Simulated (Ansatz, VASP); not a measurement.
# Cross-check of SiCCl2 (Cl-SiC-Cl chair, 1 layer) between VASP and Ansatz

One calculation is typed for both programs; each brings its own data sets. How far apart do they land? Of the first pair: The structure shown is the start of the Ansatz relaxation below; VASP solves that cell, so the two are compared at the walk's first step.

Program: Ansatz 0.2.0. Level of theory: plane waves, with VASP 6.6.1 beside it; single point at PBE. Results are calculated unless marked as measured.

## (1) Starting point

The cell holds 4 atoms: 2 Cl, 1 C and 1 Si. Its edges and angles: a = 3.086 Å, b = 3.085 Å, c = 26.533 Å, α = 90.0°, β = 90.0°, γ = 120.0°. Vacuum lies along c.

## (2) Ansatz: relaxation, PBE

Ansatz runs on its default PAW (the set named soft_2) files.

The two programs are compared at the cell with which this relaxation starts, whose forces are those of its first step.

input.yaml reads:

```yaml
crystal:
  lattice:
    - [3.0855, 0.0, 0.0]
    - [-1.54275, 2.6721213834, 0.0]
    - [0.0, 0.0, 26.5333333333]
  atoms:
    - { symbol: Cl, position: [0.6666666667, 0.3333333333, 0.4145728643] }
    - { symbol: C, position: [0.6666666667, 0.3333333333, 0.4816582915] }
    - { symbol: Si, position: [0.3333333333, 0.6666666667, 0.5051507538] }
    - { symbol: Cl, position: [0.3333333333, 0.6666666667, 0.5854271357] }
kpoints:
  mp_grid: { grid: [12, 12, 1] }
hamiltonian:
  xc: pbe
scf:
  occupations: { method: fermi_dirac, width: 0.05 }
  convergence: { dr2_threshold: 1.0e-08 }
efield:
  axis: 3
  dipole_correction: true
  ramp_position: 0.97
  ramp_width: 0.04
relax:
  f_tol: 0.01
  cell: { fix: [c, alpha, beta] }
output:
  write_potential: true
  write_density: true
  volumetric_format: npy
```

On the command line:

```console
$ ansatz run input.yaml --threads 4 --pin off --max-ram 8192MiB --backend cpu --events-out ev --progress --plain --runs-dir out
```

Numbers of over 12 decimals in the logs are rounded to 6 here.

The program printed:

```text
Warning: relax.cell: scf.convergence.dr2_threshold = 1e-8 eV is looser than the 4e-10 eV advised for a relaxation that steers and ends on the stress (1e-10 eV for each atom of the cell: 4). What an SCF threshold leaves in a stress goes as its square root, and in the free energy as the threshold itself, and one threshold admits the most on a small cell: [figures from the program's tests cut] Set scf.convergence.dr2_threshold to 4e-10 eV or tighter. The threshold is an SCF's pass mark: one that does not reach it within its budget of iterations ends unconverged, or closes short of it on a stop that the run arms, and scf.convergence.dr2_threshold's page says what that costs each kind of run
Engine: ansatz 0.2.0, aarch64-unknown-linux-gnu
Pseudopotentials: kind: paw
Pseudopotential: Cl, paw, valence charge 7, recommended cutoff 420 eV (normal), Cl.paw.azcp
Pseudopotential: C, paw, valence charge 4, recommended cutoff 420 eV (normal), C.paw.azcp
Pseudopotential: Si, paw, valence charge 4, recommended cutoff 420 eV (normal), Si.paw.azcp
Functional definition: PBE
  parameter kappa = 0.804
  parameter beta = 0.066725
  exchange = pbe_x(kappa = kappa, mu = beta*pi^2/3)
  correlation = pbe_c(beta = beta)
Crystal: 4 atoms, lattice volume = 218.763 Å³
Basis set: ecut = 420 eV, 4241 PW (Γ), exchange–correlation on 48×48×360 points (8 copies of the dense FFT grid, shifted against one another)
Bands: 15, of which v1, the nominal top of the filled ones, is band 11 counted from 1 (10 counted from 0)
Symmetry: 6 space group operations
Space group: P3m1 (ITA 156), of the structure as read, at distance tolerance 6.0e-5 Å
k-points: 19 of 144 (time reversal used)
Non-local potential: Cl, projectors of the file, l = 0: 2, l = 1: 2, l = 2: 2
Non-local potential: C, projectors of the file, l = 0: 2, l = 1: 2, l = 2: 1
Non-local potential: Si, projectors of the file, l = 0: 2, l = 1: 2, l = 2: 2
PAW form: soft (Blöchl's): semilocal exchange-correlation on the pseudo side does not see the compensation charge
PAW one-centre angular grid: Cl, 110 points (default); XC on 64 Gauss nodes
PAW one-centre angular grid: C, 110 points (default); XC on 64 Gauss nodes
PAW one-centre angular grid: Si, 110 points (default); XC on 64 Gauss nodes
Initial density: superposition of atomic densities (neutral atoms: chi_scale 0, normalization atom), corrected by the library's trained network
Initial wavefunctions: pseudopotential atomic-orbital guess
Functional: x = pbe(κ = 0.804, μ = 0.219515), c = pbe(β = 0.066725)
SCF iter   1: F=—  HF=-3046.342882 eV  |F-HF|=—  |Δ(HF+E_count)|=         —  Δρ=2.42e-3  dr2=7.62e-2  ethr=1.77e-3  p=-0.036 e·Å  D=-2.99e-2 V/Å  ΔV_dip=0.79 eV  dr2_dipole=1.14e-2  V_vac-E_F(+/−)=4.94/4.14 eV  ⟨swp⟩=9.8  Hψ=2334  notcnv=0
efield: sawtooth ramp at fractional position 0.9700 (set: `efield.ramp_position`, or a place that a band, a saddle search or an elastic batch's reference lends), width 0.0400; the density the first Hamiltonian is built on has a dipole p = -0.036 e·Å; the dipole correction subtracts the counter field D = -2.99e-2 V/Å, which shifts the + side's vacuum level by +0.79 eV against the − side's; the planar-averaged density in the ramp window peaks in size at 1.5e-6 e/Å³
preconditioner: auto → none  [insulator: Δε(μ)=1.732 eV  Ē_g=11.565 eV  σ=0.050 eV  W_gap=1.00  n_scr=14 (ndim 8)  ℏωp=11.8 eV  f_vac=0.690  D(μ)=0.00/eV (n_scr^D=0)  ε∞_Penn≈2.0]
SCF iter   2: F=—  HF=-3046.393896 eV  |F-HF|=—  |Δ(HF+E_count)|=   5.10e-2  Δρ=4.84e-3  dr2=3.72e-1  ethr=3.46e-4  p=0.047 e·Å  D=3.87e-2 V/Å  ΔV_dip=-1.03 eV  dr2_dipole=1.05e-1  V_vac-E_F(+/−)=3.47/4.49 eV  ⟨swp⟩=4.5  Hψ=776  notcnv=0  recentre
SCF iter   3: F=—  HF=-3046.330239 eV  |F-HF|=—  |Δ(HF+E_count)|=   6.37e-2  Δρ=1.26e-3  dr2=9.48e-3  ethr=3.46e-4  p=-0.027 e·Å  D=-2.20e-2 V/Å  ΔV_dip=0.58 eV  dr2_dipole=7.60e-4  V_vac-E_F(+/−)=4.65/4.07 eV  ⟨swp⟩=3.9  Hψ=657  notcnv=0
SCF iter   4: F=—  HF=-3046.329775 eV  |F-HF|=—  |Δ(HF+E_count)|=   4.65e-4  Δρ=4.49e-4  dr2=1.02e-3  ethr=4.31e-5  p=-0.028 e·Å  D=-2.28e-2 V/Å  ΔV_dip=0.60 eV  dr2_dipole=8.78e-6  V_vac-E_F(+/−)=4.47/3.86 eV  ⟨swp⟩=2.6  Hψ=619  notcnv=0
SCF iter   5: F=—  HF=-3046.329875 eV  |F-HF|=—  |Δ(HF+E_count)|=   1.01e-4  Δρ=2.72e-4  dr2=2.89e-4  ethr=4.62e-6  p=-0.029 e·Å  D=-2.44e-2 V/Å  ΔV_dip=0.65 eV  dr2_dipole=3.92e-7  V_vac-E_F(+/−)=4.51/3.86 eV  ⟨swp⟩=2.2  Hψ=446  notcnv=0
SCF iter   6: F=—  HF=-3046.329916 eV  |F-HF|=—  |Δ(HF+E_count)|=   4.06e-5  Δρ=1.13e-4  dr2=1.89e-5  ethr=1.31e-6  p=-0.030 e·Å  D=-2.49e-2 V/Å  ΔV_dip=0.66 eV  dr2_dipole=2.71e-7  V_vac-E_F(+/−)=4.49/3.83 eV  ⟨swp⟩=2.2  Hψ=419  notcnv=0
[...]
preconditioner: auto → none  [insulator: Δε(μ)=2.236 eV  Ē_g=11.358 eV  σ=0.050 eV  W_gap=1.00  n_scr=14 (ndim 8)  ℏωp=11.1 eV  f_vac=0.700  D(μ)=0.00/eV (n_scr^D=0)  ε∞_Penn≈2.0]
SCF iter   2: F=—  HF=-3046.808688 eV  |F-HF|=—  |Δ(HF+E_count)|=   9.13e-6  Δρ=1.25e-4  dr2=1.08e-4  ethr=5.14e-7  p=-0.008 e·Å  D=-5.92e-3 V/Å  ΔV_dip=0.16 eV  dr2_dipole=2.57e-6  V_vac-E_F(+/−)=4.53/4.37 eV  ⟨swp⟩=2.0  Hψ=456  notcnv=0
[...]
eigensolver tolerance schedule: the retry pair's looser diagonalisation over-reported the residual by 14616.60 of it (diagonalisation noise at an unbounded share of the residual, at the tolerance the schedule requests for it); recorded, not acted on — ethr = c·dr2/N_el stays at c = 1.0e-1
preconditioner: auto → none  [insulator: Δε(μ)=2.235 eV  Ē_g=11.356 eV  σ=0.050 eV  W_gap=1.00  n_scr=14 (ndim 8)  ℏωp=11.1 eV  f_vac=0.700  D(μ)=0.00/eV (n_scr^D=0)  ε∞_Penn≈2.0]
SCF iter   2: F=—  HF=-3046.808813 eV  |F-HF|=—  |Δ(HF+E_count)|=   6.85e-5  Δρ=3.63e-6  dr2=6.50e-8  ethr=1.01e-10  p=-0.008 e·Å  D=-6.18e-3 V/Å  ΔV_dip=0.16 eV  dr2_dipole=3.99e-9  V_vac-E_F(+/−)=4.53/4.36 eV  ⟨swp⟩=4.2  Hψ=835  notcnv=0
iter 3 met the thresholds in force, and the SCF goes on: an eigenvalue changes by 33.28 meV, over its tolerance of 3.16 meV (output.eigenvalues, Limitations)
SCF iter   3: F=-3046.808821 eV  HF=-3046.808815 eV  |F-HF|=5.66e-6  |Δ(HF+E_count)|=   1.92e-6  Δρ=2.18e-6  dr2=4.67e-9  ethr=4.55e-11  p=-0.008 e·Å  D=-6.19e-3 V/Å  ΔV_dip=0.16 eV  dr2_dipole=2.13e-10  V_vac-E_F(+/−)=4.53/4.36 eV  ⟨swp⟩=10.9  Hψ=2403  notcnv=0
iter 4 met the thresholds in force, and the SCF goes on: an eigenvalue changes by 20.41 meV, over its tolerance of 3.16 meV (output.eigenvalues, Limitations)
SCF iter   4: F=-3046.808821 eV  HF=-3046.808818 eV  |F-HF|=2.30e-6  |Δ(HF+E_count)|=   3.35e-6  Δρ=1.27e-6  dr2=7.73e-9  ethr=2.12e-11  p=-0.008 e·Å  D=-6.18e-3 V/Å  ΔV_dip=0.16 eV  dr2_dipole=1.92e-9  V_vac-E_F(+/−)=4.53/4.36 eV  ⟨swp⟩=7.5  Hψ=2085  notcnv=0
Mixer restart at iter 4: flushing history
SCF iter   5: F=-3046.808821 eV  HF=-3046.808821 eV  |F-HF|=2.61e-7  |Δ(HF+E_count)|=   2.35e-6  Δρ=3.42e-6  dr2=2.14e-7  ethr=2.12e-11  p=-0.008 e·Å  D=-6.23e-3 V/Å  ΔV_dip=0.17 eV  dr2_dipole=5.62e-8  V_vac-E_F(+/−)=4.53/4.36 eV  ⟨swp⟩=3.7  Hψ=683  notcnv=0  κ⁻¹=1.0e0(r=1)
SCF iter   6: F=-3046.808821 eV  HF=-3046.808821 eV  |F-HF|=3.91e-11  |Δ(HF+E_count)|=   4.06e-8  Δρ=8.47e-8  dr2=5.15e-11  ethr=2.12e-11  p=-0.008 e·Å  D=-6.19e-3 V/Å  ΔV_dip=0.16 eV  dr2_dipole=6.69e-12  V_vac-E_F(+/−)=4.53/4.36 eV  ⟨swp⟩=7.4  Hψ=2148  notcnv=0
SCF 9 converged in 6 iterations: F = -3046.808821 eV  dr2 = 5.15e-11
relax step   9: F+E_penalty+E_count = -3046.80882078 eV  Δ(F+E_penalty+E_count) = -9.409e-5 eV  max|allowed force component| = 2.876e-3 eV/Å  Δτ_max = 0.0000 Å  P = +0.004 GPa  Ω = 246.587 Å³  fix = [c, alpha, beta]  reactions: c -0.000 GPa  stress off target by 5.34e-3 GPa on what of the cell is left free  SCF on the basis re-selected at this cell (its energy is not comparable with the rows above)  (6 SCF iters)
basis re-selected at this cell: Δ(F+E_penalty+E_count) = -9.409e-5 eV, ΔP = +0.000 GPa vs the last step (what re-selecting the basis moved, of the pressure what is left beyond the Pulay correction that the steps carried, after the strain that the cell walked since its last selection, with what the two solves' SCF thresholds leave and, on support functions, any second-order correction that the steps lacked; it is no m [...]
SCF converged after 6 iterations
an eigenvalue changed by more than its tolerance at an iteration that met the thresholds in force, so the SCF went on 2 times, its first undamped step at iteration 4: the last check found none over its tolerance
Free energy (F): -3046.808821 eV
Harris-Foulkes:  -3046.808821 eV  (|F-HF|=3.91e-11)
Internal energy: -3046.808821 eV  (E = F + TS)
E sigma→0 (E₀):  -3046.808821 eV
Fermi energy:    -1.380086 eV
Dipole field:    D = -0.006192 V/Å  (p = -0.008437 e·Å, saw-weighted, corrected)
Work function:   Φ+ = 4.5258 eV   Φ− = 4.3615 eV
Levels:          The Fermi level and band energies are counted from a zero that moves with the ramp; work functions are not
--- Per-component energies (eV) ---
  E_band       = -202.551126
  E_kinetic    = 452.605169
  E_local      = -12578.156625  (includes V_loc(G=0)·N_el)
  E_nonlocal   = 108.121593
  E_hartree    = 6083.536016
  E_xc         = -317.353796
  E_vxc        = -350.257612  (∫ρ·V_xc dr)
  E_paw        = -1929.797071  (= ΣΔE_a)
  E_vpaw       = -1.962486  (= ΣTr[D̂ρ^β])
  E_aug_tail   = 0.000194  (compensation charges beyond the density's cutoff)
  E_efield     = 0.000026  (sawtooth field / dipole correction)
  E_vefield    = 0.026232  (∫n·V_field dr)
  E_ewald      = 5134.235674
  E_smearing   = -0.000000  (= −TS)
  E_closure    = 0.000000  (closes the sum)
  Σ components = -3046.808821   (vs F -3046.808821, Δ=0.00e0)
--- Forces (eV/Å), atoms counted from 1 ---
  atom   1  Cl    -0.00000000     0.00000000     0.00127961
  atom   2  C     -0.00000000    -0.00000000    -0.00287551
  atom   3  Si     0.00000000     0.00000000     0.00086759
  atom   4  Cl    -0.00000000    -0.00000000     0.00072918
  max |Σ_I F_I| component: 8.63e-7 eV/Å
--- Stress (GPa, compression-positive) ---
        0.005340       0.000000      -0.000000
        0.000000       0.005340      -0.000000
       -0.000000      -0.000000      -0.000159
  P = ⅓ Tr σ = 0.0035 GPa (0.035 kbar)
--- Band table (eV; the first three rows and the last of 19) ---
  k-point 0: bands = [... 7 lower, -3.8016, -3.8016, -2.5231, -2.5231, -0.2885, 0.5676, 2.5121, 3.0127]
  k-point 1: bands = [... 7 lower, -4.0661, -3.8529, -2.8346, -2.5850, -0.0542, 0.8320, 2.5684, 2.8975]
  k-point 2: bands = [... 7 lower, -4.6997, -3.9913, -3.5672, -2.7440, 0.2602, 1.2118, 2.7005, 3.0274]
  k-point 18: bands = [... 7 lower, -6.2867, -5.7003, -5.0437, -4.9323, 1.4591, 2.5717, 2.9293, 4.3931]
--- Relaxed structure (7 steps of the walk, 7 accepted, 2 SCFs on fresh bases) ---
  F+E_penalty+E_count = -3046.80882078 eV   max|allowed force component| = 2.876e-3 eV/Å   (the final SCF, on the basis selected at the relaxed cell)
  cell:  # Å, volume = 246.5873 Å³
    - [3.275851, 0, 0]
    - [-1.637926, 2.836970, 0]
    - [0, 0, 26.5333333333]
  atoms:
    - { symbol: Cl, position: [0.666667, 0.333333, 0.415211] }
    - { symbol: C, position: [0.666667, 0.333333, 0.484395] }
    - { symbol: Si, position: [0.333333, 0.666667, 0.505040] }
    - { symbol: Cl, position: [0.333333, 0.666667, 0.582162] }
```

## (3) VASP: single point, PBE, start cell, pair 1

The same cell, functional, mesh and smearing now go to VASP, with its own data sets.

Lines of VASP's logs that name or quote its potential files are left out, and so is its time.

INCAR reads:

```
SYSTEM = SiCCl2
PREC = Accurate
ENCUT = 520
EDIFF = 1E-06
NELM = 120
ISMEAR = -1
SIGMA = 0.05
LREAL = .FALSE.
ALGO = Normal
GGA = PE
NBANDS = 17
LORBIT = 11
LWAVE = .FALSE.
LCHARG = .FALSE.
ISIF = 2
LDIPOL = .TRUE.
IDIPOL = 3
DIPOL = 0.5 0.5 0.496
LVHAR = .TRUE.
LASPH = .TRUE.
GGA_COMPAT = .FALSE.
EFERMI = MIDGAP
NELMDL = -8
```

POSCAR reads:

```
SiCCl2
1.0
    3.0855000000      0.0000000000      0.0000000000
   -1.5427500000      2.6721210000      0.0000000000
    0.0000000000      0.0000000000     26.5333330000
Cl C Si
2 1 1
Direct
    0.6666666667      0.3333333333      0.4145728695
    0.3333333333      0.6666666667      0.5854271305
    0.6666666667      0.3333333333      0.4816582975
    0.3333333333      0.6666666667      0.5051507476
```

KPOINTS reads:

```
Automatic mesh
0
Gamma
12 12 1
0 0 0
```

PAW data sets: Cl, C and Si (PBE family, release 64).

On the command line:

```console
$ mpirun -np 1 vasp_std
```

The program printed:

```text
[banner, memory and clock lines left out]
running    1 mpi-ranks, on    1 nodes
 distrk:  each k-point on    1 cores,    1 groups
 distr:  one band on    1 cores,    1 groups

 POSCAR found type information on POSCAR ClC Si
 POSCAR found :  3 types and       4 ions
 LDA part: xc-table for (Slater+PW92), standard interpolation
 POSCAR, INCAR and KPOINTS ok, starting setup
 FFT: planning ... GRIDC
 FFT: planning ... GRID_SOFT
 FFT: planning ... GRID
 WAVECAR not read
 entering main loop
       N       E                     dE             d eps       ncg     rms          rms(c)
DAV:   1     0.194414268404E+03    0.19441E+03   -0.80740E+03   646   0.969E+02
DAV:   2     0.696837989377E+01   -0.18745E+03   -0.17913E+03   997   0.196E+02
DAV:   3    -0.197177678140E+02   -0.26686E+02   -0.25998E+02   825   0.875E+01
DAV:   4    -0.204479649061E+02   -0.73020E+00   -0.72844E+00   939   0.169E+01
DAV:   5    -0.204649696582E+02   -0.17005E-01   -0.16999E-01   939   0.247E+00
DAV:   6    -0.204655119623E+02   -0.54230E-03   -0.54224E-03   995   0.463E-01
DAV:   7    -0.204655329754E+02   -0.21013E-04   -0.21013E-04   996   0.768E-02
DAV:   8    -0.204655337366E+02   -0.76124E-06   -0.76126E-06   914   0.134E-02    0.154E+01
DAV:   9    -0.190087032383E+02    0.14568E+01   -0.26312E+00   831   0.118E+01    0.800E+00
DAV:  10    -0.189551020313E+02    0.53601E-01   -0.11470E+00   942   0.632E+00    0.264E+00
DAV:  11    -0.189335395280E+02    0.21563E-01   -0.92891E-02   961   0.198E+00    0.502E-01
DAV:  12    -0.189318954182E+02    0.16441E-02   -0.11856E-02   961   0.815E-01    0.323E-01
DAV:  13    -0.189314385646E+02    0.45685E-03   -0.20473E-03   961   0.294E-01    0.140E-01
DAV:  14    -0.189311195849E+02    0.31898E-03   -0.25785E-04   953   0.105E-01    0.389E-02
[...]
DAV:  18    -0.189316393285E+02   -0.17600E-03   -0.17366E-05   834   0.203E-02    0.489E-03
DAV:  19    -0.189316954362E+02   -0.56108E-04   -0.72482E-07   788   0.575E-03    0.305E-03
DAV:  20    -0.189317558842E+02   -0.60448E-04   -0.35963E-06   809   0.768E-03    0.204E-03
DAV:  21    -0.189317841365E+02   -0.28252E-04   -0.49526E-07   755   0.324E-03    0.106E-03
DAV:  22    -0.189318169152E+02   -0.32779E-04   -0.12268E-06   737   0.412E-03    0.986E-04
DAV:  23    -0.189318242119E+02   -0.72967E-05   -0.16493E-07   746   0.169E-03    0.506E-04
DAV:  24    -0.189318285357E+02   -0.43238E-05   -0.10742E-07   694   0.132E-03    0.397E-04
DAV:  25    -0.189318292715E+02   -0.73581E-06   -0.15336E-08   770   0.529E-04
   1 F= -.18931829E+02 E0= -.18931829E+02  d E =-.232526E-08
```

From OUTCAR (step 3):

```text
ion  position               nearest neighbor table
   1  0.667  0.333  0.415-   3 1.78
   2  0.333  0.667  0.585-   4 2.13
   3  0.667  0.333  0.482-   1 1.78   4 1.89   4 1.89   4 1.89
   4  0.333  0.667  0.505-   3 1.89   3 1.89   3 1.89   2 2.13

  LATTYP: Found a hexagonal cell.
 ALAT       =     3.0855000000
 C/A-ratio  =     8.5993625020

 Subroutine GETGRP returns: Found  6 space group operations
 (whereof  6 operations were pure point group operations)

The static configuration has the point symmetry C_3v.

 Found     19 irreducible k-points:

   k-points           NKPTS =     19   k-points in BZ     NKDIM =     19   number of bands    NBANDS=     17

   dimension x,y,z NGX =    24 NGY =   24 NGZ =  200
   dimension x,y,z NGXF=    48 NGYF=   48 NGZF=  400

   ENCUT  =  520.0 eV  38.22 Ry    6.18 a.u.   5.74  5.74 49.33*2*pi/ulx,y,z

   NELECT =      22.0000    total number of electrons

 k-points in reciprocal lattice and weights: Automatic mesh
   0.00000000  0.00000000  0.00000000       0.007
   0.08333333  0.00000000  0.00000000       0.042
   0.16666667  0.00000000  0.00000000       0.042
   0.25000000  0.00000000  0.00000000       0.042
   0.33333333  0.00000000  0.00000000       0.042
   0.41666667  0.00000000  0.00000000       0.042
   0.50000000  0.00000000  0.00000000       0.021
   0.08333333  0.08333333  0.00000000       0.042
   0.16666667  0.08333333  0.00000000       0.083
[...]
0.33333333  0.25000000  0.00000000       0.083
   0.33333333  0.33333333  0.00000000       0.014

 dipolmoment           0.000000      0.000000      0.030824 electrons x Angstroem

 average (electrostatic) potential at core
       1 -98.1401       2 -97.5024       3 -57.3405       4 -92.1653

 E-fermi :  -1.1579

 k-point     1 :       0.0000    0.0000    0.0000
  band No.  band energies     occupation
    ...
      7      -5.0734      2.00000
      8      -2.7340      2.00000
      9      -2.7340      2.00000
     10      -2.0289      2.00000
     11      -2.0289      2.00000
     12      -0.3261      0.00000
     13       1.8414      0.00000
     14       2.3400      0.00000
     15       2.8632      0.00000
     16       3.1560      0.00000
    ...

 k-point     2 :       0.0833    0.0000    0.0000
  band No.  band energies     occupation
    ...
      7      -5.1990      2.00000
      8      -3.1358      2.00000
      9      -2.8209      2.00000
     10      -2.4147      2.00000
     11      -2.1072      2.00000
     12      -0.1990      0.00000
     13       2.2107      0.00000
     14       2.4481      0.00000
     15       2.9951      0.00000
     16       3.2890      0.00000
    ...

 k-point     3 :       0.1667    0.0000    0.0000
  band No.  band energies     occupation
    ...
      7      -5.5151      2.00000
      8      -4.0791      2.00000
      9      -3.3441      2.00000
     10      -3.0443      2.00000
     11      -2.3100      2.00000
     12       0.0783      0.00000
     13       2.3391      0.00000
     14       2.6915      0.00000
     15       3.3668      0.00000
     16       3.6507      0.00000
    ...

  Total        6.5645928      6.5645909     -2.9553858      0.0000000      0.0000000      0.0000000
  in kB       48.0778343     48.0778205    -21.6446861      0.0000000      0.0000000      0.0000000
  external PRESSURE =      24.8369895 kB  Pullay stress =       0.0000000 kB

  energy-cutoff  :      520.00
  volume of cell :      218.76
      direct lattice vectors                 reciprocal lattice vectors
     3.085500000  0.000000000  0.000000000     0.324096581  0.187117275  0.000000000
    -1.542750000  2.672121000  0.000000000     0.000000000  0.374234550  0.000000000
     0.000000000  0.000000000 26.533333000     0.000000000  0.000000000  0.037688443

 POSITION                                       TOTAL-FORCE (eV/Angst)
 -----------------------------------------------------------------------------------
      1.54275      0.89071     11.00000        -0.000000     -0.000000     -0.445101
     -0.00000      1.78141     15.53333        -0.000000      0.000000     -1.614198
      1.54275      0.89071     12.78000         0.000000      0.000000      0.893861
     -0.00000      1.78141     13.40333         0.000000      0.000000      1.165438
 -----------------------------------------------------------------------------------
    total drift:                               -0.000000      0.000007      0.000173

  FREE ENERGIE OF THE ION-ELECTRON SYSTEM (eV)
  ---------------------------------------------------
  free  energy   TOTEN  =       -18.9318292715 eV

  energy  without entropy=      -18.9318292692  energy(sigma->0) =      -18.93182927

 vacuum level on the upper side and lower side of the slab         3.321         2.644

 total charge
# of ion       s       p       d       tot
------------------------------------------
    1        1.613   3.515   0.000   5.128
    2        1.612   3.530   0.000   5.142
    3        0.834   1.644   0.000   2.478
    4        0.714   0.923   0.000   1.637
--------------------------------------------------
tot          4.773   9.611   0.000  14.385

[... 3 further parts left out ...]
```

(Continued in part 2 of 2.)

[Lines on the potential files, build, host, timing and source positions are cut from VASP's logs without a mark.]

[Logs are printed without paths, hosts, clocks, repeated set-up lines and the standing remarks that a program may print on its own settings, such as how far it seeks lower states.]

[Hosts, paths, dates, database ids (printed as entryN), source tags and the programs' standing remarks are cut or masked in the printed files.]
